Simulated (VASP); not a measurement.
Consider the following.

```yaml
crystal:
  lattice:
    - [1.78627, -3.09391, 0.00000]
    - [1.78627, 3.09391, 0.00000]
    - [0.00000, 0.00000, 6.05655]
  atoms:
    - { symbol: Pt, position: [0.00000, 0.00000, 0.00000] }
    - { symbol: S, position: [0.33333, 0.66667, 0.20263] }
    - { symbol: S, position: [0.66667, 0.33333, 0.79737] }
```

Calculation: PBE GGA, VASP's PBE PAW potentials (set 64) (plane waves; VASP). Run with 520 eV cut-off, Gaussian smearing of 0.050 eV, potentials Pt S.

Without a dispersion term in the relaxation, distances and binding between the weakly bound layers, chains or molecules are unreliable, and so is what depends on them. Unless said otherwise, spin-orbit coupling is left out, though it shifts the bands of the heavy elements here.

Q: Give the energies of bands 3 to 14 at the high-symmetry points, in eV from the valence-band maximum.

A: 
| band | Γ | M | K | A | L | H |
|---|---|---|---|---|---|---|
| 3 | -5.75 | -6.50 | -5.59 | -5.74 | -6.54 | -5.52 |
| 4 | -5.75 | -5.15 | -5.30 | -5.74 | -5.17 | -5.34 |
| 5 | -5.59 | -4.25 | -5.30 | -5.19 | -4.18 | -5.34 |
| 6 | -3.06 | -3.87 | -3.67 | -3.06 | -4.10 | -3.63 |
| 7 | -3.06 | -2.39 | -3.67 | -3.06 | -2.39 | -3.63 |
| 8 | -1.20 | -2.31 | -2.68 | -1.39 | -2.36 | -2.67 |
| 9 | -0.49 | -2.26 | -2.35 | -0.80 | -2.20 | -2.55 |
| 10 | -0.49 | -1.87 | -0.88 | -0.52 | -1.96 | -1.02 |
| 11 | -0.30 | -1.85 | -0.88 | -0.52 | -1.34 | -1.02 |
| 12 | 2.93 | 2.43 | 1.72 | 3.02 | 2.65 | 2.15 |
| 13 | 2.93 | 2.84 | 1.72 | 3.02 | 2.67 | 2.15 |
| 14 | 5.40 | 5.53 | 6.23 | 5.86 | 5.27 | 7.06 |

The gap is indirect, 1.51 eV, from the valence maximum at K-Γ at 0.56 to the conduction minimum at A-L at 0.44.

The compound is PtS2 in the 1T layered structure. It was relaxed first, which changed the volume by +22 %.
